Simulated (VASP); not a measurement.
The system is Sc2InSb3.

```xyz
6
Lattice="4.0217 0.0000 0.0000 0.0000 4.0217 0.0000 0.0000 0.0000 8.7770" Properties=species:S:1:pos:R:3 pbc="T T T"
Sc    2.0109    0.0000    6.4878
Sc    0.0000    2.0109    2.2892
In    2.0109    2.0109    0.0000
Sb    2.0109    0.0000    3.3553
Sb    0.0000    2.0109    5.4217
Sb    0.0000    0.0000    0.0000
```

The cell was built by a generator and needn't be a form met in nature.

| Property | Result |
| --- | --- |
| Program | VASP 6.6.1 |
| Task | relaxation of cell and atoms |
| Functional | PBE |
| Potentials or basis | VASP PAW PBE potentials, release 64 (Sc_sv, In_d, Sb) |
| Cutoff | 520 eV |
| k mesh | 4 × 4 × 2 |
| Occupations | gaussian, width 0.15 eV |
| Spin | no spin polarisation |

At the start: pressure 4.5 GPa; volume 23.66 Å³/atom.

Task: Where does the relaxation end?

Result: Over 15 steps the energy falls by 69.5 meV/atom and the volume is 24.99 Å³/atom (+5.6 %); space group P-4m2 (No. 115, to 0.05 Å).

The path:
| step | energy change (eV) | largest force (eV/Å) | pressure (GPa) | volume (Å³) |
| --- | --- | --- | --- | --- |
| 1 | 0.0000 | 0.7000 | 4.50 | 141.96 |
| 2 | -0.1207 | 0.4599 | -2.33 | 156.03 |
| 3 | -0.1454 | 0.5231 | -0.57 | 151.23 |
| 4 | -0.1457 | 0.5028 | -0.67 | 151.55 |
| 5 | -0.1860 | 0.4129 | -0.36 | 150.75 |
| 6 | -0.2143 | 0.4536 | 0.20 | 149.49 |
| 7 | -0.2497 | 0.4623 | 0.08 | 149.77 |
| 8 | -0.3303 | 0.3892 | -0.14 | 150.61 |
| 9 | -0.3621 | 0.2893 | -0.33 | 152.27 |
| 10 | -0.3674 | 0.2416 | -0.19 | 151.68 |
| 11 | -0.4103 | 0.1632 | 0.18 | 150.13 |
| 12 | -0.4115 | 0.1573 | 0.25 | 149.93 |
| 13 | -0.4106 | 0.0314 | -0.87 | 152.52 |
| 14 | -0.4145 | 0.0874 | -0.22 | 151.11 |
| 15 | -0.4173 | 0.0211 | 0.17 | 149.91 |

Final structure:
```xyz
6
Lattice="4.2548 0.0000 0.0000 0.0000 4.2548 0.0000 0.0000 0.0000 8.2808" Properties=species:S:1:pos:R:3 pbc="T T T"
Sc    2.1274    0.0000    5.8187
Sc    0.0000    2.1274    2.4621
In    2.1274    2.1274    0.0000
Sb    2.1274    0.0000    2.8536
Sb    0.0000    2.1274    5.4272
Sb    0.0000    0.0000    0.0000
```

Caveat: the k mesh is coarse (spacing up to 0.39 Å⁻¹), so the values aren't converged; the relaxation stopped at a loose force limit of 0.08 eV/Å, so its end isn't a converged minimum.
